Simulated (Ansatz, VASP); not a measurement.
# Cross-check of WS2 between VASP and Ansatz, part 2 of 2

One calculation is typed for both programs; each brings its own data sets. How far apart do they land? The cell is taken from a series of runs on this material, whose earlier steps may have relaxed, scaled, displaced or heated it; both programs get it as it stands.

VASP 6.6.1 and Ansatz 0.2.0.

So far: The structure; Ansatz: G0W0 gap, PBEsol.

## 3. VASP: G0W0 gap, PBEsol

Level of this step: G0W0 on PBEsol, no spin polarisation; plane waves and PAW (W_sv_GW, S_GW) (VASP).

The same cell, functional and mesh now go to VASP, with its own data sets.

Lines of VASP's logs that name or quote its potential files are left out, and so is its time.

The run reads the wave functions of an earlier VASP run, which isn't shown here.

INCAR

```
SYSTEM = WS2
PREC = Accurate
ENCUT = 340
ISMEAR = 0
SIGMA = 0.01
LREAL = .FALSE.
GGA = PS
NBANDS = 448
LASPH = .TRUE.
ALGO = EVGW0
NELMGW = 1
ENCUTGW = 150
NOMEGA = 64
PRECFOCK = Fast
NBANDSGW = 48
LWAVE = .FALSE.
LCHARG = .FALSE.
```

POSCAR

```
WS2
1.0
    3.1149875803      0.0000000000      0.0000000000
   -1.5574937902      2.6976583770      0.0000000000
    0.0000000000      0.0000000000     11.7767699793
W S
2 4
Direct
    0.3333333333      0.6666666667      0.2500000000
    0.6666666667      0.3333333333      0.7500000000
    0.6666666667      0.3333333333      0.3835053407
    0.6666666667      0.3333333333      0.1164946593
    0.3333333333      0.6666666667      0.8835053407
    0.3333333333      0.6666666667      0.6164946593
```

KPOINTS

```
Automatic mesh
0
Gamma
9 9 2
0 0 0
```

Potentials, in the order of the species: W_sv_GW and S_GW (PBE family, release 64).

Run with:

```console
$ mpirun -np 16 vasp_std
```

Numbers of over 12 decimals in the logs are rounded to 6 here.

Output:

```text
[banner, memory and clock lines left out]
running   16 mpi-ranks, on    1 nodes
 distrk:  each k-point on   16 cores,    1 groups
 distr:  one band on    1 cores,   16 groups

 POSCAR found type information on POSCAR W S
 POSCAR found :  2 types and       6 ions
|                                                                             |
|           W    W    AA    RRRRR   N    N  II  N    N   GGGG   !!!           |
|           W    W   A  A   R    R  NN   N  II  NN   N  G    G  !!!           |
|           W    W  A    A  R    R  N N  N  II  N N  N  G       !!!           |
|           W WW W  AAAAAA  RRRRR   N  N N  II  N  N N  G  GGG   !            |
|           WW  WW  A    A  R   R   N   NN  II  N   NN  G    G                |
|           W    W  A    A  R    R  N    N  II  N    N   GGGG   !!!           |
|                                                                             |
|     For optimal performance we recommend to set                             |
|       NCORE = 2 up to number-of-cores-per-socket                            |
|     NCORE specifies how many cores store one orbital (NPAR=cpu/NCORE).      |
|     This setting can greatly improve the performance of VASP for DFT.       |
|     The default, NCORE=1 might be grossly inefficient on modern             |
|     multi-core architectures or massively parallel machines. Do your        |
|     Unfortunately you need to use the default for GW and RPA                |
|     calculations (for HF NCORE is supported but not extensively tested      |
|     yet).                                                                   |
|                                                                             |

|                                                                             |
|               ----> ADVICE to this user running VASP <----                  |
|                                                                             |
|     You enforced a specific xc type in the INCAR file but a different       |
|     [... a line on the potential file left out ...]
|     I HOPE YOU KNOW WHAT YOU ARE DOING!                                     |
|                                                                             |

|                                                                             |
|           W    W    AA    RRRRR   N    N  II  N    N   GGGG   !!!           |
|           W    W   A  A   R    R  NN   N  II  NN   N  G    G  !!!           |
|           W    W  A    A  R    R  N N  N  II  N N  N  G       !!!           |
|           W WW W  AAAAAA  RRRRR   N  N N  II  N  N N  G  GGG   !            |
|           WW  WW  A    A  R   R   N   NN  II  N   NN  G    G                |
|           W    W  A    A  R    R  N    N  II  N    N   GGGG   !!!           |
|                                                                             |
|     The default for ENCUTGWSOFT is different in this version of VASP.       |
|     please manually set ENCUTGWSOFT =150 in the INCAR file.                 |
|                                                                             |

 LDA part: xc-table for (Slater+PW92), standard interpolation
 found WAVECAR, reading the header
 POSCAR, INCAR and KPOINTS ok, starting setup
 FFT: planning ... GRIDC
 FFT: planning ... GRID_SOFT
 FFT: planning ... GRID
 reading WAVECAR
 the WAVECAR file was read successfully
 initial charge from wavefunction
 available memory per node:     20.63 GB, setting MAXMEM to     21123

 The Fermi energy was updated, please check that it is located mid-gap
 values below the HOMO (VB) or above the LUMO (CB) will cause erroneous energies
 E-fermi :   9.2654

 calculate exact exchange contribution
 the WAVEDER file was read successfully
|                                                                             |
|           W    W    AA    RRRRR   N    N  II  N    N   GGGG   !!!           |
|           W    W   A  A   R    R  NN   N  II  NN   N  G    G  !!!           |
|           W    W  A    A  R    R  N N  N  II  N N  N  G       !!!           |
|           W WW W  AAAAAA  RRRRR   N  N N  II  N  N N  G  GGG   !            |
|           WW  WW  A    A  R   R   N   NN  II  N   NN  G    G                |
|           W    W  A    A  R    R  N    N  II  N    N   GGGG   !!!           |
|                                                                             |
|     Automatic setting of frequency mesh for GW failed. Frequency mesh       |
|     properly not suitable for determining QP energies. Consider             |
|     increasing number of kpoints.                                           |
|                                                                             |

energies w=
    0.000    0.000    0.818    0.000    1.635    0.000    2.448    0.000
    3.255    0.000    4.056    0.000    4.849    0.000    5.633    0.000
    6.408    0.000    7.172    0.000    7.926    0.000    8.669    0.000
    9.402    0.000   10.126    0.000   10.840    0.000   11.546    0.000
   12.245    0.000   12.937    0.000   13.624    0.000   14.307    0.000
   14.987    0.000   15.665    0.000   16.344    0.000   17.024    0.000
   17.707    0.000   18.395    0.000   19.089    0.000   19.792    0.000
   20.506    0.000   21.233    0.000   21.975    0.000   22.735    0.000
   23.515    0.000   24.320    0.000   25.151    0.000   26.015    0.000
   26.913    0.000   27.853    0.000   28.838    0.000   29.877    0.000
   30.975    0.000   32.142    0.000   33.387    0.000   34.723    0.000
   36.163    0.000   37.723    0.000   39.424    0.000   41.289    0.000
   43.349    0.000   45.638    0.000   48.203    0.000   51.102    0.000
   54.409    0.000   58.220    0.000   62.665    0.000   67.920    0.000
   74.232    0.000   81.953    0.000   91.615    0.000  104.045    0.000
  120.617    0.000  143.781    0.000  178.389    0.000  235.574    0.000
 responsefunction array rank=     432
 LDA part: xc-table for (Slater+PW92), standard interpolation

 min. memory requirement per mpi rank    658.0 MB, per node  10527.7 MB

 allocating   4 responsefunctions rank=   432
 shmem allocating  64 responsefunctions rank=   432
 response function shared by NCSHMEM nodes    1
 Doing            4  frequencies on each core in blocks of           64
NQ=   1    0.0000    0.0000    0.0000,
|.........|.........|.........|.........|.........|.........|.........|.........
 performed       4587000 updates of chi_q(r,r)
 total number of BLAS operations       6259.36 Gflops
NQ=   2    0.1111    0.0000    0.0000,
|.........|.........|.........|.........|.........|.........|.........|.........
 performed      13560000 updates of chi_q(r,r)
 total number of BLAS operations      17803.51 Gflops
NQ=   3    0.2222   -0.0000    0.0000,
|.........|.........|.........|.........|.........|.........|.........|.........
 performed      22533000 updates of chi_q(r,r)
 total number of BLAS operations      29579.11 Gflops
NQ=   4    0.3333    0.0000    0.0000,
|.........|.........|.........|.........|.........|.........|.........|.........
 performed      31506000 updates of chi_q(r,r)
 total number of BLAS operations      41529.80 Gflops
NQ=   5    0.4444   -0.0000    0.0000,
|.........|.........|.........|.........|.........|.........|.........|.........
 performed      40479000 updates of chi_q(r,r)
 total number of BLAS operations      53953.75 Gflops
NQ=   6    0.1111    0.1111    0.0000,
|.........|.........|.........|.........|.........|.........|.........|.........
 performed      49452000 updates of chi_q(r,r)
 total number of BLAS operations      65497.89 Gflops
NQ=   7    0.2222    0.1111    0.0000,
|.........|.........|.........|.........|.........|.........|.........|.........
 performed      59974000 updates of chi_q(r,r)
 total number of BLAS operations      79579.24 Gflops
NQ=   8    0.3333    0.1111    0.0000,
|.........|.........|.........|.........|.........|.........|.........|.........
 performed      70496000 updates of chi_q(r,r)
 total number of BLAS operations      94146.71 Gflops
NQ=   9    0.4444    0.1111    0.0000,
|.........|.........|.........|.........|.........|.........|.........|.........
 performed      79469000 updates of chi_q(r,r)
 total number of BLAS operations     106511.00 Gflops
NQ=  10    0.2222    0.2222    0.0000,
|.........|.........|.........|.........|.........|.........|.........|.........
 performed      88442000 updates of chi_q(r,r)
 total number of BLAS operations     119114.79 Gflops
NQ=  11    0.3333    0.2222    0.0000,
|.........|.........|.........|.........|.........|.........|.........|.........
 performed      98964000 updates of chi_q(r,r)
 total number of BLAS operations     133893.12 Gflops
NQ=  12    0.3333    0.3333    0.0000,
|.........|.........|.........|.........|.........|.........|.........|.........
 performed     104497000 updates of chi_q(r,r)
 total number of BLAS operations     142039.95 Gflops
NQ=  13    0.0000    0.0000    0.5000,
|.........|.........|.........|.........|.........|.........|.........|.........
 performed     109084000 updates of chi_q(r,r)
 total number of BLAS operations     148148.67 Gflops
NQ=  14    0.1111    0.0000    0.5000,
|.........|.........|.........|.........|.........|.........|.........|.........
 performed     118057000 updates of chi_q(r,r)
 total number of BLAS operations     160216.82 Gflops
NQ=  15    0.2222   -0.0000    0.5000,
|.........|.........|.........|.........|.........|.........|.........|.........
 performed     127030000 updates of chi_q(r,r)
 total number of BLAS operations     172050.64 Gflops
NQ=  16    0.3333    0.0000    0.5000,
|.........|.........|.........|.........|.........|.........|.........|.........
 performed     136003000 updates of chi_q(r,r)
 total number of BLAS operations     184474.59 Gflops
NQ=  17    0.4444   -0.0000    0.5000,
|.........|.........|.........|.........|.........|.........|.........|.........
 performed     144976000 updates of chi_q(r,r)
 total number of BLAS operations     197018.29 Gflops
NQ=  18    0.1111    0.1111    0.5000,
|.........|.........|.........|.........|.........|.........|.........|.........
 performed     153949000 updates of chi_q(r,r)
 total number of BLAS operations     208968.99 Gflops
NQ=  19    0.2222    0.1111    0.5000,
|.........|.........|.........|.........|.........|.........|.........|.........
 performed     164471000 updates of chi_q(r,r)
 total number of BLAS operations     222981.56 Gflops
NQ=  20    0.3333    0.1111    0.5000,
|.........|.........|.........|.........|.........|.........|.........|.........
 performed     174993000 updates of chi_q(r,r)
 total number of BLAS operations     236994.13 Gflops
NQ=  21    0.4444    0.1111    0.5000,
|.........|.........|.........|.........|.........|.........|.........|.........
 performed     183966000 updates of chi_q(r,r)
 total number of BLAS operations     249180.30 Gflops
NQ=  22    0.2222    0.2222    0.5000,
|.........|.........|.........|.........|.........|.........|.........|.........
 performed     192939000 updates of chi_q(r,r)
 total number of BLAS operations     261485.08 Gflops
NQ=  23    0.3333    0.2222    0.5000,
|.........|.........|.........|.........|.........|.........|.........|.........
 performed     203461000 updates of chi_q(r,r)
 total number of BLAS operations     276618.22 Gflops
NQ=  24    0.3333    0.3333    0.5000,
|.........|.........|.........|.........|.........|.........|.........|.........
 performed     208994000 updates of chi_q(r,r)
 total number of BLAS operations     284426.81 Gflops
 resolving degeneracies of screened two electron integrals

 calculate QP shifts <psi_nk| G(iteration)W_0 |psi_nk>: iteration 1
 entering main loop
```

OUTCAR, selected parts (step 3):

```text
ion  position               nearest neighbor table
   1  0.333  0.667  0.250-   3 2.39   4 2.39   3 2.39   4 2.39   3 2.39   4 2.39
   2  0.667  0.333  0.750-   5 2.39   6 2.39   5 2.39   6 2.39   5 2.39   6 2.39
   3  0.667  0.333  0.384-   1 2.39   1 2.39   1 2.39
   4  0.667  0.333  0.116-   1 2.39   1 2.39   1 2.39
   5  0.333  0.667  0.884-   2 2.39   2 2.39   2 2.39
   6  0.333  0.667  0.616-   2 2.39   2 2.39   2 2.39

  LATTYP: Found a hexagonal cell.
 ALAT       =     3.1149875803
 C/A-ratio  =     3.7806795936

 Subroutine GETGRP returns: Found 24 space group operations
 (whereof 12 operations were pure point group operations)

The static configuration has the point symmetry D_3d.
 The point group associated with its full space group is D_6h.

 Found     24 irreducible k-points:

   k-points           NKPTS =     24   k-points in BZ     NKDIM =    162   number of bands    NBANDS=    448

   dimension x,y,z NGX =    20 NGY =   20 NGZ =   72
   dimension x,y,z NGXF=    40 NGYF=   40 NGZF=  144

   ENCUT  =  340.0 eV  24.99 Ry    5.00 a.u.   4.68  4.68 17.71*2*pi/ulx,y,z

   NELECT =      52.0000    total number of electrons

  energy-cutoff  :      340.00
  volume of cell :       98.96
      direct lattice vectors                 reciprocal lattice vectors
     3.114987580  0.000000000  0.000000000     0.321028567  0.185345930  0.000000000
    -1.557493790  2.697658377  0.000000000     0.000000000  0.370691859  0.000000000
     0.000000000  0.000000000 11.776769979     0.000000000  0.000000000  0.084912926

 k-points in reciprocal lattice and weights: Automatic mesh
   0.00000000  0.00000000  0.00000000       0.006
   0.11111111  0.00000000  0.00000000       0.037
   0.22222222 -0.00000000  0.00000000       0.037
   0.33333333  0.00000000  0.00000000       0.037
   0.44444444 -0.00000000  0.00000000       0.037
   0.11111111  0.11111111  0.00000000       0.037
   0.22222222  0.11111111  0.00000000       0.074
   0.33333333  0.11111111  0.00000000       0.074
   0.44444444  0.11111111  0.00000000       0.037
[...]
0.33333333  0.22222222  0.50000000       0.074
   0.33333333  0.33333333  0.50000000       0.012

 E-fermi :   9.2654

 QP shifts <psi_nk| G(iteration)W_0 |psi_nk>: iteration 1
 for sc-GW calculations column KS-energies equals QP-energies in previous step
 and V_xc(KS)=  KS-energies - (<T + V_ion + V_H > + <T+V_H+V_ion>^1  + <V_x>^1)
 k-point   1 :       0.0000    0.0000    0.0000
  band No.  KS-energies  QP-energies   sigma(KS)   V_xc(KS)     V^pw_x(r,r')   Z            occupation Imag(sigma)
    ...
     23       6.5894       6.2889     -15.8090     -15.4174     -17.1835       0.7674       2.0000       0.1895
     24       7.2757       7.0888     -14.6676     -14.4242     -15.6559       0.7675       2.0000       0.1766
     25       7.6090       7.0955     -14.6807     -14.0134     -16.2790       0.7695       2.0000       0.1914
     26       8.8725       8.7208     -15.6008     -15.4031     -15.8647       0.7672       2.0000       0.0924
     27      11.0758      11.3913     -14.4572     -14.8706     -10.5390       0.7633       0.0000      -0.2511
     28      11.0758      11.3913     -14.4572     -14.8706     -10.5390       0.7633       0.0000      -0.2511
     29      11.0927      11.5190     -14.5276     -15.0815     -10.3824       0.7696       0.0000      -0.2469
     30      11.0927      11.5190     -14.5276     -15.0815     -10.3824       0.7696       0.0000      -0.2469
    ...

 k-point   2 :       0.1111    0.0000    0.0000
  band No.  KS-energies  QP-energies   sigma(KS)   V_xc(KS)     V^pw_x(r,r')   Z            occupation Imag(sigma)
    ...
     23       6.5364       6.1398     -15.1600     -14.6432     -16.7774       0.7674       2.0000       0.2059
     24       7.3234       7.1421     -14.8023     -14.5663     -15.7746       0.7681       2.0000       0.1722
     25       7.6617       7.1537     -14.6997     -14.0395     -16.2937       0.7694       2.0000       0.1882
     26       8.3558       8.1804     -15.3289     -15.1005     -15.8343       0.7684       2.0000       0.1162
     27      10.7818      11.1042     -14.3746     -14.7954     -10.3924       0.7661       0.0000      -0.2441
     28      10.8576      11.1794     -14.4319     -14.8526     -10.5620       0.7650       0.0000      -0.2406
     29      10.9439      11.3843     -14.4019     -14.9714     -10.2031       0.7734       0.0000      -0.2434
     30      11.0765      11.4104     -14.5972     -15.0344     -10.6007       0.7636       0.0000      -0.2577
    ...

 k-point   3 :       0.2222   -0.0000    0.0000
  band No.  KS-energies  QP-energies   sigma(KS)   V_xc(KS)     V^pw_x(r,r')   Z            occupation Imag(sigma)
    ...
     23       6.1531       5.6334     -14.2722     -13.5924     -16.3007       0.7644       2.0000       0.2461
     24       7.1160       6.6116     -14.6198     -13.9598     -16.3713       0.7642       2.0000       0.2097
     25       7.1410       6.9438     -14.8944     -14.6371     -15.9685       0.7668       2.0000       0.1815
     26       7.3018       7.0944     -14.9983     -14.7279     -16.0363       0.7668       2.0000       0.1734
     27      10.0456      10.3734     -14.0312     -14.4551     -10.2198       0.7732       0.0000      -0.2123
     28      10.5543      10.9168     -14.6419     -15.1147     -10.7483       0.7667       0.0000      -0.2337
     29      10.9685      11.3407     -14.9418     -15.4297     -10.8478       0.7631       0.0000      -0.2609
     30      11.0568      11.5347     -14.4134     -15.0289     -10.0684       0.7765       0.0000      -0.2522
    ...

 k-point   4 :       0.3333    0.0000    0.0000
  band No.  KS-energies  QP-energies   sigma(KS)   V_xc(KS)     V^pw_x(r,r')   Z            occupation Imag(sigma)
    ...
     23       6.4537       5.9772     -14.7883     -14.1627     -16.7292       0.7618       2.0000       0.2362
     24       6.4734       6.2278     -14.3605     -14.0412     -15.7219       0.7693       2.0000       0.2199
     25       6.6885       6.2828     -15.1455     -14.6157     -16.8633       0.7657       2.0000       0.2121
     26       6.9314       6.7011     -14.8144     -14.5146     -16.0781       0.7679       2.0000       0.1966
     27      10.3290      10.7155     -14.3657     -14.8669     -10.3311       0.7713       0.0000      -0.2352
     28      10.6478      11.1021     -15.3610     -15.9558     -11.1865       0.7637       0.0000      -0.2563
     29      10.9332      11.3868     -15.5491     -16.1445     -11.2716       0.7619       0.0000      -0.2735
     30      11.2786      11.6917     -14.7519     -15.2916     -10.4181       0.7655       0.0000      -0.2860
    ...

[... 4 further parts left out ...]
```

This run has no spin polarisation, so a moment on W, if there is one, isn't seen.

## 4. Differences

Known differences besides the potentials themselves: fixed occupations in Ansatz, narrow Gaussian smearing in VASP; the cutoff is 420 eV in Ansatz and 340 eV in VASP; Ansatz makes its cores anew for this functional, VASP keeps those of its PBE data sets; Ansatz integrates over frequency by contour deformation, VASP on a grid of NOMEGA points; Ansatz's G0W0 levels solve the quasiparticle equation, VASP's are linearised. Total energies have different zeros and are not compared.

Compared:

```csv
quantity,Ansatz,VASP,difference
G0W0 gap on the mesh (eV),1.20,1.27,-0.07
Kohn-Sham gap under it (eV),0.79,0.79,0.00
```

VASP's log warns that its frequency grid doesn't suit quasiparticle energies on this mesh.

## 5. Results

```json
{
  "difference in G0W0 gap on the mesh (G0W0 gap, PBEsol)": "-0.071 eV"
}
```

**Reading.** The difference in G0W0 gap on the mesh is -0.071 eV (G0W0 gap, PBEsol). Such differences can come from data sets, numerical settings and the points named under the comparisons, not from the functional's error against experiment.

[Lines on the potential files, build, host, timing and source positions are cut from VASP's logs without a mark.]

[Logs are printed without paths, hosts, clocks, repeated set-up lines and the standing remarks that a program may print on its own settings, such as how far it seeks lower states.]

[Hosts, paths, dates, database ids (printed as entryN), source tags and the programs' standing remarks are cut or masked in the printed files.]
